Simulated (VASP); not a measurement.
An input for Ansatz (written as the equivalent of a VASP run, and not itself run):

Ansatz 0.2 input:
```yaml
crystal:
  lattice:
    - [0.0000000, 2.7500000, 2.7500000]
    - [2.7500000, 0.0000000, 2.7500000]
    - [2.7500000, 2.7500000, 0.0000000]
  atoms:
    - { symbol: Li, position: [0.0000000, 0.0000000, 0.0000000] }
    - { symbol: Br, position: [0.5000000, 0.5000000, 0.5000000] }
kpoints:
  mp_grid: { grid: [8, 8, 8] }
hamiltonian:
  xc: pbe
  pseudopotentials: { kind: paw }
scf:
  occupations: { method: gaussian, width: 0.05 }
  max_iter: 100
output: { forces: true, stress: true, eigenvalues: true }
```

Problem. Write the VASP files for the same calculation (PBE).

Solution. Several could match; the one computed here: 
POSCAR:
```
LiBr
1
    0.0000000000     2.7500000000     2.7500000000
    2.7500000000     0.0000000000     2.7500000000
    2.7500000000     2.7500000000     0.0000000000
Li Br
1 1
Direct
  0.0000000000   0.0000000000   0.0000000000
  0.5000000000   0.5000000000   0.5000000000
```

### INCAR
```
SYSTEM = LiBr
PREC = Accurate; ENCUT = 520; LREAL = .FALSE.
LASPH = .TRUE.
EDIFF = 1E-6; NELM = 100; ALGO = Normal
LMAXMIX = 4
ISMEAR = 0; SIGMA = 0.05
GGA = PE
ISIF = 2
LWAVE = .FALSE.; LCHARG = .FALSE.
```

File KPOINTS:
```
K-points
0
Gamma
 8 8 8
0 0 0
```

POTCAR, in this order: Li_sv Br (PBE.64 set). Program: vasp_std.

What does not carry over: each code has its own PAW files, so the cut-off isn't converted (ENCUT is set for VASP's; basis.ecutwfc is left out, and Ansatz then takes the one that its files recommend); Ansatz stops its SCF on the density residual and VASP on the energy change (EDIFF).

The compound is LiBr in the rock salt structure. The cell was not relaxed at this level.
